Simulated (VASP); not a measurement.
```yaml
crystal:
  lattice:
    - [3.19267, 0.00000, 0.00000]
    - [-1.59634, 2.76494, 0.00000]
    - [0.00000, 0.00000, 12.46630]
  atoms:
    - { symbol: Mo, position: [0.00000, 0.00000, 0.26239] }
    - { symbol: Mo, position: [0.00000, 0.00000, 0.73761] }
    - { symbol: Se, position: [0.66667, 0.33333, 0.87332] }
    - { symbol: Se, position: [0.33333, 0.66667, 0.12668] }
    - { symbol: S, position: [0.33333, 0.66667, 0.38398] }
    - { symbol: S, position: [0.66667, 0.33333, 0.61602] }
```

These are LDA (Ceperley-Alder, Perdew-Zunger), VASP's LDA PAW potentials (set 64) (plane waves; VASP) values and carry that method's errors. Numerical set-up: 400 eV cut-off, 18×18×4 Γ-centred mesh, Gaussian smearing of 0.010 eV, potentials Mo_sv Se S.

### Question
What does the run give for the energy per atom (σ→0)?

### Answer

```
Item                           Result
---------------------  --------------
energy per atom (σ→0)  -7.834 eV/atom
```

The structure comes from a computed database's MoSeS entry (P-3m1); how it stands against other phases isn't given here. It was relaxed first, which changed the volume by -12 %.
